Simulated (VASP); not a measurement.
Input of a VASP 6.6.1 run:

Contents of run.py:

```python
from ase.calculators.vasp import Vasp
from ase.eos import EquationOfState
from ase.io import Trajectory
from ase.io import read
from ase.units import GPa

atoms = read('NaMg3O4.cif', primitive_cell=True, subtrans_included=False)
calc = Vasp(
    directory='calc',
    xc='pbe',
    pp='PBE',
    setups='minimal',
    prec='Accurate',
    encut=500,
    ediff=1e-06,
    ismear=-5,
    sigma=0.05,
    lreal=False,
    lasph=True,
    nelm=80,
    algo='Fast',
    isif=2,
    lwave=False,
    lcharg=False,
    ivdw=12,
    kpts=[6, 6, 6],
    gamma=True,
)
atoms.calc = calc
cell = atoms.cell.copy()
volumes, energies = [], []
traj = Trajectory('eos.traj', 'w')
for x in [0.94, 0.96, 0.98, 1.0, 1.02, 1.04, 1.06]:
    atoms.set_cell(cell * x ** (1 / 3), scale_atoms=True)
    volumes.append(atoms.get_volume())
    energies.append(atoms.get_potential_energy())
    traj.write(atoms)
    print(f'{x:5.2f} {volumes[-1]:12.5f} {energies[-1]:14.6f}')

v0, e0, B = EquationOfState(volumes, energies, eos='vinet').fit()
print(f'V0 = {v0:.4f} A^3, E0 = {e0:.6f} eV, B = {B / GPa:.2f} GPa')
```

Contents of NaMg3O4.cif:

```cif
data_NaMg3O4
_cell_length_a 4.35375365
_cell_length_b 4.35375365
_cell_length_c 4.35375365
_cell_angle_alpha 90.00000000
_cell_angle_beta 90.00000000
_cell_angle_gamma 90.00000000
_space_group_name_H-M_alt 'Pm-3m'
_space_group_name_Hall '-P 4 2 3'
_space_group_IT_number 221
loop_
_space_group_symop_operation_xyz
'x,y,z'
'-x,-y,-z'
'-y,x,z'
'y,-x,-z'
'-x,-y,z'
'x,y,-z'
'y,-x,z'
'-y,x,-z'
'x,-y,-z'
'-x,y,z'
'-y,-x,-z'
'y,x,z'
'-x,y,-z'
'x,-y,z'
'y,x,-z'
'-y,-x,z'
'z,x,y'
'-z,-x,-y'
'z,-y,x'
'-z,y,-x'
'z,-x,-y'
'-z,x,y'
'z,y,-x'
'-z,-y,x'
'-z,x,-y'
'z,-x,y'
'-z,-y,-x'
'z,y,x'
'-z,-x,y'
'z,x,-y'
'-z,y,x'
'z,-y,-x'
'y,z,x'
'-y,-z,-x'
'x,z,-y'
'-x,-z,y'
'-y,z,-x'
'y,-z,x'
'-x,z,y'
'x,-z,-y'
'-y,-z,x'
'y,z,-x'
'-x,-z,-y'
'x,z,y'
'y,-z,-x'
'-y,z,x'
'x,-z,y'
'-x,z,-y'
loop_
_atom_site_label
_atom_site_type_symbol
_atom_site_symmetry_multiplicity
_atom_site_Wyckoff_symbol
_atom_site_fract_x
_atom_site_fract_y
_atom_site_fract_z
_atom_site_occupancy
Mg1 Mg 3 c 0.5000000000 0.5000000000 0.0000000000 1
Na1 Na 1 a 0.0000000000 0.0000000000 0.0000000000 1
O1 O 3 d 0.0000000000 0.5000000000 0.0000000000 1
O2 O 1 b 0.5000000000 0.5000000000 0.5000000000 1
```

Potentials or basis: VASP PAW PBE potentials, release 64 (Mg, Na, O).

Launch:

```console
$ python run.py
```

**Question.** Predict the bulk modulus.

**Answer.** 135 GPa.

**Question.** What does it give for the pressure derivative of the bulk modulus?

**Answer.** 4.3 (rough: it moves with the points fitted).

**Question.** Estimate the equilibrium volume.

**Answer.** 9.78 Å³/atom.

Energy against volume, from the lowest point:
| volume (Å³/atom) | energy (meV/atom) |
| --- | --- |
| 9.697 | 0.00 |
| 9.903 | 0.29 |
| 10.109 | 3.95 |
| 10.316 | 10.72 |
| 10.522 | 20.23 |
| 10.728 | 32.21 |
| 10.935 | 46.35 |
